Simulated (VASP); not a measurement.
RbPd:

```xyz
2
Lattice="0.0000 3.2365 3.2365 3.2365 0.0000 3.2365 3.2365 3.2365 0.0000" Properties=species:S:1:pos:R:3 pbc="T T T"
Rb    0.0000    0.0000    0.0000
Pd    4.8547    4.8547    4.8547
```

The cell was built by a generator and needn't be a form met in nature.

```yaml
Program: VASP 6.6.1
Task: relaxation of cell and atoms
Functional: PBE
Potentials_or_basis: VASP PAW PBE potentials, release 64 (Rb_sv, Pd)
Cutoff: 600 eV
k_mesh: 7 × 7 × 7
Occupations: methfessel-paxton, width 0.2 eV
Spin: no spin polarisation
```

At the start: pressure 5.1 GPa; volume 33.90 Å³/atom.

Task: How do energy, volume and symmetry change on relaxing?

Result: Over 6 steps the energy falls by 161.6 meV/atom and the volume is 48.52 Å³/atom (+43.1 %); space group F-43m (No. 216, to 0.05 Å).

Step by step:
| step | energy change (eV) | largest force (eV/Å) | pressure (GPa) | volume (Å³) |
| --- | --- | --- | --- | --- |
| 1 | 0.0000 | 0.0000 | 5.07 | 67.80 |
| 2 | -0.2309 | 0.0000 | 1.99 | 78.89 |
| 3 | -0.3095 | 0.0000 | 0.61 | 89.10 |
| 4 | -0.2860 | 0.0000 | -0.70 | 112.09 |
| 5 | -0.3229 | 0.0000 | -0.07 | 98.09 |
| 6 | -0.3232 | 0.0000 | -0.02 | 97.05 |

Final structure:
```yaml
crystal:
  lattice:
    - [0.00000, 3.64742, 3.64742]
    - [3.64742, 0.00000, 3.64742]
    - [3.64742, 3.64742, 0.00000]
  atoms:
    - { symbol: Rb, position: [0.00000, 0.00000, 0.00000] }
    - { symbol: Pd, position: [0.75000, 0.75000, 0.75000] }
```

Caveat: the volume moved by over 15 % at a fixed basis, so the end points are rough.
